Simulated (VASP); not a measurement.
Computed with PBE GGA, VASP's PBE PAW potentials (set 64) (plane waves; VASP 6.6.1).

A VASP calculation is set up with these files.

**INCAR**
```
! general
SYSTEM  = CdSe
PREC    = Accurate
ENCUT   = 400   ! plane-wave cut-off (eV)
LREAL   = F   ! projection in real space or not
LASPH   = F

! electronic loop
EDIFF   = 1E-6   ! SCF stop (eV)
NELM    = 100   ! most electronic steps
ALGO    = Normal
LMAXMIX = 4

! smearing
ISMEAR  = 0
SIGMA   = 0.05

! functional
GGA     = PE   ! PBE

! ions
ISIF    = 2

! output
LWAVE   = F
LCHARG  = F
```

POSCAR:
```
CdSe
1
    2.1930000000    -3.7983870000     0.0000000000
    2.1930000000     3.7983870000     0.0000000000
    0.0000000000     0.0000000000     7.1502000000
Cd Se
2 2
Direct
  0.6666670000   0.3333330000   0.5000000000
  0.3333330000   0.6666670000   0.0000000000
  0.6666670000   0.3333330000   0.8760000000
  0.3333330000   0.6666670000   0.3760000000
```

**KPOINTS**
```
Automatic mesh
0
Gamma
5 5 3
0 0 0
```

POTCAR, in this order: Cd Se (PBE.64 set). Program: vasp_std.

Output of the run:

### OUTCAR
```
 ion  position               nearest neighbor table
   1  0.667  0.333  0.500-   4 2.68   4 2.68   4 2.68   3 2.69
   2  0.333  0.667  0.000-   3 2.68   3 2.68   3 2.68   4 2.69
   3  0.667  0.333  0.876-   2 2.68   2 2.68   2 2.68   1 2.69
   4  0.333  0.667  0.376-   1 2.68   1 2.68   1 2.68   2 2.69
  LATTYP: Found a hexagonal cell.
 ALAT       =     4.3859996354
 C/A-ratio  =     1.6302326937
 Subroutine PRICEL returns:
 Original cell was already a primitive cell.
 Subroutine GETGRP returns: Found 12 space group operations
The static configuration has the point symmetry C_3v.
 The point group associated with its full space group is C_6v.
The dynamic configuration has the point symmetry C_3v.
 Subroutine INISYM returns: Found 12 space group operations
 Subroutine IBZKPT returns following result:
 Found     10 irreducible k-points:

 Following reciprocal coordinates:
            Coordinates               Weight
  0.000000  0.000000  0.000000      1.000000
  0.200000 -0.000000  0.000000      6.000000
  0.400000 -0.000000  0.000000      6.000000
  0.200000  0.200000  0.000000      6.000000
  0.400000  0.200000  0.000000      6.000000
  0.000000  0.000000  0.333333      2.000000
  0.200000 -0.000000  0.333333     12.000000
  0.400000 -0.000000  0.333333     12.000000
  0.200000  0.200000  0.333333     12.000000
  0.400000  0.200000  0.333333     12.000000
   k-points           NKPTS =     10   k-points in BZ     NKDIM =     10   number of bands    NBANDS=     22
   number of dos      NEDOS =    301   number of ions     NIONS =      4
   total plane-waves  NPLWV =  43200
   dimension x,y,z NGX =    30 NGY =   30 NGZ =   48
   dimension x,y,z NGXF=    60 NGYF=   60 NGZF=   96
   ions per type =               2   2
   PREC   = accura    normal or accurate (medium, high low for compatibility)
   ISTART =      0    job   : 0-new  1-cont  2-samecut
   ICHARG =      2    charge: 1-file 2-atom 10-const
   ISPIN  =      1    spin polarized calculation?
...
```

### OSZICAR
```
       N       E                     dE             d eps       ncg     rms          rms(c)
DAV:   1     0.211128388726E+03    0.21113E+03   -0.14987E+04   440   0.119E+03
DAV:   2    -0.727226843550E+00   -0.21186E+03   -0.20733E+03   494   0.319E+02
DAV:   3    -0.116629686965E+02   -0.10936E+02   -0.10907E+02   530   0.741E+01
DAV:   4    -0.117520803260E+02   -0.89112E-01   -0.89088E-01   488   0.640E+00
DAV:   5    -0.117528913159E+02   -0.81099E-03   -0.81097E-03   530   0.562E-01    0.821E+00
DAV:   6    -0.110069452774E+02    0.74595E+00   -0.16924E+00   524   0.124E+01    0.647E+00
DAV:   7    -0.109740028801E+02    0.32942E-01   -0.57229E-01   476   0.412E+00    0.261E+00
DAV:   8    -0.109727958412E+02    0.12070E-02   -0.60490E-02   476   0.268E+00    0.359E-01
DAV:   9    -0.109726417009E+02    0.15414E-03   -0.94400E-03   494   0.120E+00    0.116E-01
DAV:  10    -0.109727958816E+02   -0.15418E-03   -0.10111E-03   500   0.375E-01    0.786E-02
DAV:  11    -0.109729221715E+02   -0.12629E-03   -0.31491E-04   476   0.120E-01    0.233E-02
DAV:  12    -0.109728926199E+02    0.29552E-04   -0.13745E-04   530   0.118E-01    0.753E-03
DAV:  13    -0.109728962561E+02   -0.36362E-05   -0.18740E-05   470   0.262E-02    0.833E-03
DAV:  14    -0.109728959142E+02    0.34194E-06   -0.10895E-06   376   0.620E-03
   1 F= -.10972896E+02 E0= -.10972896E+02  d E =-.999679E-14
```

File OUTCAR:
```
------------------------ aborting loop because EDIFF is reached ----------------------------------------
  FORCE on cell =-STRESS in cart. coord.  units (eV):
  Direction    XX          YY          ZZ          XY          YZ          ZX
  --------------------------------------------------------------------------------------
  Total       -0.0989014     -0.0989014     -0.1019662      0.0000000      0.0000000      0.0000000
  in kB       -1.3302311     -1.3302309     -1.3714526      0.0000000      0.0000000      0.0000000
  external PRESSURE =      -1.3439715 kB  Pullay stress =       0.0000000 kB
  volume of cell :      119.12
      direct lattice vectors                 reciprocal lattice vectors
     2.193000000 -3.798387000  0.000000000     0.227998176 -0.131634823  0.000000000
     2.193000000  3.798387000  0.000000000     0.227998176  0.131634823  0.000000000
     0.000000000  0.000000000  7.150200000     0.000000000  0.000000000  0.139856228
  FREE ENERGIE OF THE ION-ELECTRON SYSTEM (eV)
  ---------------------------------------------------
  free  energy   TOTEN  =       -10.9728959142 eV

  energy  without entropy=      -10.9728959142  energy(sigma->0) =      -10.97289591
```
(Selected blocks of OUTCAR.)

File OUTCAR:
```
 val. band max:        0.5154729220   @ k =   0.0000   0.0000   0.0000

 cond. band min:       1.0512935355   @ k =   0.0000   0.0000   0.0000


 Fermi energy:         0.7656837901

 k-point     1 :       0.0000    0.0000    0.0000
  band No.  band energies     occupation
      1     -11.7797      2.00000
      2     -11.4503      2.00000
      3      -7.2428      2.00000
      4      -7.2373      2.00000
      5      -7.2373      2.00000
      6      -7.1798      2.00000
      7      -7.1798      2.00000
      8      -6.9581      2.00000
      9      -6.9581      2.00000
     10      -6.9059      2.00000
     11      -6.9059      2.00000
     12      -6.6719      2.00000
     13      -3.5473      2.00000
     14      -0.1734      2.00000
     15      -0.1733      2.00000
     16       0.4767      2.00000
     17       0.5155      2.00000
     18       0.5155      2.00000
     19       1.0513      0.00000
     20       2.6442      0.00000
     21       6.3592      0.00000
     22       6.3592      0.00000

 k-point     2 :       0.2000   -0.0000    0.0000
  band No.  band energies     occupation
      1     -11.6791      2.00000
      2     -11.4064      2.00000
      3      -7.2125      2.00000
      4      -7.2043      2.00000
      5      -7.1535      2.00000
      6      -7.1321      2.00000
      7      -7.1285      2.00000
      8      -6.9743      2.00000
      9      -6.9553      2.00000
     10      -6.9301      2.00000
     11      -6.8990      2.00000
     12      -6.6151      2.00000
     13      -3.3515      2.00000
     14      -1.4194      2.00000
     15      -1.1222      2.00000
     16      -0.5613      2.00000
     17       0.2082      2.00000
     18       0.2752      2.00000
     19       2.6200      0.00000
     20       3.7495      0.00000
     21       5.6692      0.00000
     22       6.5763      0.00000

 k-point     3 :       0.4000   -0.0000    0.0000
  band No.  band energies     occupation
      1     -11.4951      2.00000
...
```

The compound is CdSe in the wurtzite structure. The cell was not relaxed at this level. The run is one of a series of settings (LASPH = .FALSE. against the base run), some of them coarse on purpose.
